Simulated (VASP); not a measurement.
An input for Ansatz (written as the equivalent of a VASP run, and not itself run):

Ansatz 0.2 input:
```yaml
crystal:
  lattice:
    - [2.1285690, 1.2289304, 6.9527715]
    - [-2.1285690, 1.2289304, 6.9527715]
    - [0.0000000, -2.4578598, 6.9527715]
  atoms:
    - { symbol: Sn, position: [0.5000000, 0.5000000, 0.5000000] }
    - { symbol: Pb, position: [0.0000000, 0.0000000, 0.0000000] }
    - { symbol: Se, position: [0.7525695, 0.7525695, 0.7525695] }
    - { symbol: Se, position: [0.2474305, 0.2474305, 0.2474305] }
kpoints:
  mp_grid: { grid: [6, 6, 6] }
hamiltonian:
  xc: r2scan
  pseudopotentials: { kind: paw }
scf:
  occupations: { method: gaussian, width: 0.05 }
  max_iter: 100
relax:
  max_steps: 60
  f_tol: 0.02
  cell: {}
output: { forces: true, stress: true, eigenvalues: true }
```

Task: Translate this input to VASP (INCAR, KPOINTS, POSCAR, choice of POTCAR).

Result: This is not unique; one that fits is 
**POSCAR**
```
SnPbSe2
1.0
  2.1285690497   1.2289303895   6.9527714980
 -2.1285690497   1.2289303895   6.9527714980
  0.0000000000  -2.4578598054   6.9527715003
Sn Pb Se
1 1 2
Cart
  0.0000000000   0.0000004868  10.4291572482
  0.0000000000   0.0000000000   0.0000000000
 -0.0000000000   0.0000007327  15.6973318244
 -0.0000000000   0.0000002409   5.1609826719
```

KPOINTS:
```
Automatic mesh
0
Gamma
6 6 6
0 0 0
```

**INCAR**
```
SYSTEM = SnPbSe2
PREC = Accurate
ENCUT = 400
EDIFF = 1E-6
NELM = 100
ALGO = Normal
LREAL = .FALSE.
LASPH = .TRUE.
ISMEAR = 0
SIGMA = 0.05
METAGGA = R2SCAN
LMIXTAU = .TRUE.
LMAXMIX = 4
LWAVE = .FALSE.
LCHARG = .FALSE.
IBRION = 2
ISIF = 3
NSW = 60
EDIFFG = -0.02
```

POTCAR, in this order: Sn_d Pb_d Se (PBE.64 set). Program: vasp_std.

The two are equivalent in intent, not identical: each code has its own PAW files, so the cut-off isn't converted (ENCUT is set for VASP's; basis.ecutwfc is left out, and Ansatz then takes the one that its files recommend); Ansatz stops its SCF on the density residual and VASP on the energy change (EDIFF).

The structure comes from a computed database's SnPbSe2 entry (R-3m); how it stands against other phases isn't given here. This run relaxes it. Symmetry was kept, so distortions that lower it aren't found. The start is the result of an earlier pass.
